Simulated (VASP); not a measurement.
All values below come from revPBE GGA, VASP's PBE PAW potentials (set 64) (plane waves; VASP).

Input for VASP

INCAR:
```
ALGO = Normal
EDIFF = 1E-7
ENCUT = 520
GGA = RE
ISIF = 2
ISMEAR = -5
LASPH = .TRUE.
LCHARG = .TRUE.
LMAXMIX = 4
LORBIT = 11
LREAL = .FALSE.
LWAVE = .FALSE.
NEDOS = 601
NELM = 100
PREC = Accurate
SYSTEM = Cs
```

### POSCAR
```
Cs
5.5158730
 -0.5773502819   0.5773502819   0.5773502819
  0.5773502819  -0.5773502819   0.5773502819
  0.5773502819   0.5773502819  -0.5773502819
Cs
1
Cart
  0.0000000000   0.0000000000   0.0000000000
```

File KPOINTS:
```
Automatic mesh
0
Gamma
9 9 9
0 0 0
```

POTCAR, in this order: Cs_sv (PBE.64 set). Program: vasp_std.

Output of the run:

OUTCAR:
```
 ion  position               nearest neighbor table
   1  0.000  0.000  0.000-
  LATTYP: Found a body centered cubic cell.
 ALAT       =     6.3691816632
 Subroutine PRICEL returns:
 Original cell was already a primitive cell.
 Subroutine GETGRP returns: Found 48 space group operations
The static configuration has the point symmetry O_h .
The dynamic configuration has the point symmetry O_h .
 Subroutine INISYM returns: Found 48 space group operations
 Subroutine IBZKPT returns following result:
 Found     35 irreducible k-points:

 Following reciprocal coordinates:
            Coordinates               Weight
  0.000000  0.000000  0.000000      1.000000
  0.111111  0.000000  0.000000     12.000000
  0.222222  0.000000  0.000000     12.000000
  0.333333  0.000000  0.000000     12.000000
  0.444444  0.000000  0.000000     12.000000
  0.111111  0.111111  0.000000     24.000000
  0.222222  0.111111  0.000000     48.000000
  0.333333  0.111111  0.000000     48.000000
  0.444444  0.111111  0.000000     24.000000
  0.222222  0.222222  0.000000     24.000000
  0.333333  0.222222  0.000000     48.000000
  0.333333  0.333333  0.000000      8.000000
  0.111111  0.111111  0.111111      8.000000
  0.222222  0.111111  0.111111     24.000000
  0.333333  0.111111  0.111111     24.000000
 -0.111111  0.111111  0.111111      6.000000
  0.222222  0.222222  0.111111     24.000000
  0.333333  0.222222  0.111111     24.000000
 -0.222222  0.222222  0.111111     24.000000
 -0.333333  0.333333  0.111111     24.000000
 -0.222222  0.333333  0.111111     24.000000
 -0.444444  0.444444  0.111111     24.000000
 -0.333333  0.444444  0.111111     48.000000
 -0.444444 -0.444444  0.111111     24.000000
 -0.333333 -0.444444  0.111111     24.000000
  0.222222  0.222222  0.222222      8.000000
 -0.222222  0.222222  0.222222      6.000000
 -0.333333  0.333333  0.222222     24.000000
 -0.444444  0.444444  0.222222     24.000000
 -0.333333  0.444444  0.222222     24.000000
 -0.444444 -0.444444  0.222222     24.000000
 -0.333333  0.333333  0.333333      6.000000
 -0.444444  0.444444  0.333333     24.000000
 -0.444444 -0.444444  0.333333      8.000000
 -0.444444  0.444444  0.444444      6.000000
   k-points           NKPTS =     35   k-points in BZ     NKDIM =     35   number of bands    NBANDS=      8
   number of dos      NEDOS =    601   number of ions     NIONS =      1
   total plane-waves  NPLWV =  74088
   dimension x,y,z NGX =    42 NGY =   42 NGZ =   42
   dimension x,y,z NGXF=    84 NGYF=   84 NGZF=   84
   ions per type =               1
   PREC   = accura    normal or accurate (medium, high low for compatibility)
   ISTART =      0    job   : 0-new  1-cont  2-samecut
   ICHARG =      2    charge: 1-file 2-atom 10-const
   ISPIN  =      1    spin polarized calculation?
   LNONCOLLINEAR =      F non collinear calculations
   LSORBIT =      F    spin-orbit coupling
   INIWAV =      1    electr: 0-lowe 1-rand  2-diag
   ENCUT  =  520.0 eV  38.22 Ry    6.18 a.u.  10.26 10.26 10.26*2*pi/ulx,y,z
   NELM   =    100;   NELMIN=  2; NELMDL= -5     # of ELM steps
   EDIFF  = 0.1E-06   stopping-criterion for ELM
   LREAL  =      F    real-space projection
   NLSPLINE    = F    spline interpolate recip. space projectors
   LMAXMIX     =    4 max onsite mixed and CHGCAR
   VOSKOWN=      0    Vosko Wilk Nusair interpolation
   EDIFFG = 0.1E-05   stopping-criterion for IOM
   NSW    =      0    number of steps for IOM
   NBLOCK =      1;   KBLOCK =      1    inner block; outer block
   IBRION =     -1    ionic relax: 0-MD 1-quasi-New 2-CG
   NFREE  =      0    steps in history (QN), initial steepest desc. (CG)
...
```

File OSZICAR:
```
       N       E                     dE             d eps       ncg     rms          rms(c)
DAV:   1     0.557633898573E+02    0.55763E+02   -0.28984E+03   560   0.775E+02
DAV:   2     0.417415659981E+01   -0.51589E+02   -0.51097E+02   792   0.118E+02
DAV:   3    -0.677878296602E+00   -0.48520E+01   -0.48520E+01   584   0.459E+01
DAV:   4    -0.745071773070E+00   -0.67193E-01   -0.67201E-01   968   0.642E+00
DAV:   5    -0.745136591744E+00   -0.64819E-04   -0.64740E-04   800   0.135E-01    0.164E-01
DAV:   6    -0.748787241728E+00   -0.36506E-02   -0.18658E-03   920   0.263E-01    0.116E-01
DAV:   7    -0.752659111893E+00   -0.38719E-02   -0.75132E-03   664   0.570E-01    0.312E-02
DAV:   8    -0.752723653848E+00   -0.64542E-04   -0.16514E-04   952   0.988E-02    0.573E-03
DAV:   9    -0.752727998001E+00   -0.43442E-05   -0.42912E-06   840   0.145E-02    0.309E-03
DAV:  10    -0.752729437530E+00   -0.14395E-05   -0.32008E-06   864   0.115E-02    0.773E-04
DAV:  11    -0.752729573308E+00   -0.13578E-06   -0.56061E-07   784   0.477E-03    0.554E-04
DAV:  12    -0.752729739108E+00   -0.16580E-06   -0.49003E-08   720   0.167E-03    0.476E-05
DAV:  13    -0.752729719309E+00    0.19800E-07   -0.20848E-09   504   0.357E-04
   1 F= -.75272972E+00 E0= -.75272972E+00  d E =0.000000E+00
```

OUTCAR:
```
------------------------ aborting loop because EDIFF is reached ----------------------------------------
  FORCE on cell =-STRESS in cart. coord.  units (eV):
  Direction    XX          YY          ZZ          XY          YZ          ZX
  --------------------------------------------------------------------------------------
  Total       -0.0077501     -0.0077501     -0.0077501      0.0000000     -0.0000000     -0.0000000
  in kB       -0.0961158     -0.0961158     -0.0961158      0.0000000     -0.0000000     -0.0000000
  external PRESSURE =      -0.0961158 kB  Pullay stress =       0.0000000 kB
  volume of cell :      129.19
      direct lattice vectors                 reciprocal lattice vectors
    -3.184590832  3.184590832  3.184590832     0.000000000  0.157006041  0.157006041
     3.184590832 -3.184590832  3.184590832     0.157006041  0.000000000  0.157006041
     3.184590832  3.184590832 -3.184590832     0.157006041  0.157006041  0.000000000
 POSITION                                       TOTAL-FORCE (eV/Angst)
 -----------------------------------------------------------------------------------
      0.00000      0.00000      0.00000         0.000000      0.000000     -0.000000
 -----------------------------------------------------------------------------------
    total drift:                                0.000000      0.000000      0.000000
  FREE ENERGIE OF THE ION-ELECTRON SYSTEM (eV)
  ---------------------------------------------------
  free  energy   TOTEN  =        -0.7527297193 eV

  energy  without entropy=       -0.7527297193  energy(sigma->0) =       -0.75272972

 total charge

# of ion       s       p       d       tot
------------------------------------------
    1        1.853   4.702   0.007   6.562
```
(Selected blocks of OUTCAR.)

### OUTCAR
```
 val. band max:        0.2709084639   @ k =  -0.3333   0.4444   0.1111

 cond. band min:       0.3656447806   @ k =  -0.4444   0.4444   0.1111


 Fermi energy:         0.3071388232

 k-point     1 :       0.0000    0.0000    0.0000
  band No.  band energies     occupation
      1     -23.6903      2.00000
      2     -10.4587      2.00000
      3     -10.4587      2.00000
      4     -10.4587      2.00000
      5      -1.2628      2.00000
      6       2.7423      0.00000
      7       2.7423      0.00000
      8       2.7423      0.00000

 k-point     2 :       0.1111    0.0000    0.0000
  band No.  band energies     occupation
      1     -23.6899      2.00000
      2     -10.4694      2.00000
      3     -10.4623      2.00000
      4     -10.4587      2.00000
      5      -1.1422      2.00000
      6       2.6048      0.00000
      7       2.6094      0.00000
      8       2.8611      0.00000

 k-point     3 :       0.2222    0.0000    0.0000
  band No.  band energies     occupation
      1     -23.6888      2.00000
      2     -10.4959      2.00000
      3     -10.4712      2.00000
      4     -10.4587      2.00000
      5      -0.7977      2.00000
      6       2.1309      0.00000
      7       2.3416      0.00000
      8       3.2112      0.00000

 k-point     4 :       0.3333    0.0000    0.0000
  band No.  band energies     occupation
      1     -23.6876      2.00000
      2     -10.5255      2.00000
      3     -10.4813      2.00000
      4     -10.4586      2.00000
      5      -0.2861      2.05274
      6       1.5988      0.00000
      7       2.1054      0.00000
      8       3.4276      0.00000

 k-point     5 :       0.4444    0.0000    0.0000
  band No.  band energies     occupation
      1     -23.6868      2.00000
      2     -10.5446      2.00000
      3     -10.4879      2.00000
      4     -10.4586      2.00000
      5       0.2542      1.38635
      6       1.1354      0.00000
      7       1.9751      0.00000
...
```

For a metal the tetrahedron method with Blöchl corrections gives inexact stress and forces. Unless said otherwise, spin-orbit coupling is left out, though it shifts the bands of the heavy elements here.

The compound is Cs in the bcc structure. It was relaxed first, which changed the volume by +14 %.
